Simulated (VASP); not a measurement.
A cell of CoGa (CsCl type) near equilibrium:

```
CoGa
1.0
    2.83731     0.00000     0.00000
    0.00000     2.83731     0.00000
    0.00000     0.00000     2.83731
Ga Co
1 1
Direct
  0.50000   0.50000   0.50000
  0.00000   0.00000   0.00000
```

These are PBEsol GGA, VASP's PBE PAW potentials (set 64) (plane waves; VASP) values and carry that method's errors.

| run | ΔE (meV/atom) | σxx | σyy | σzz | largest shear component, with its sign (GPa) | largest force (eV/Å) |
|---|---|---|---|---|---|---|
| as it is | 0.0 | 0.64 | 0.64 | 0.64 | 0.00 | 0.000 |
| after one change | 84.5 | -17.53 | -17.53 | -17.53 | 0.00 | 0.000 |
Stress is in GPa, positive when the cell is compressed.

Problem. What was changed between the two runs?
(A) uniaxial strain of +2.0 % along y
(B) isotropic strain of +3.0 %
(C) biaxial strain of +2.0 % in the yz plane
(D) isotropic strain of +4.0 %

Solution. D, isotropic strain of +4.0 %

The compound is CoGa in the CsCl type structure. The run is not spin-polarised, so no magnetic state was tried.
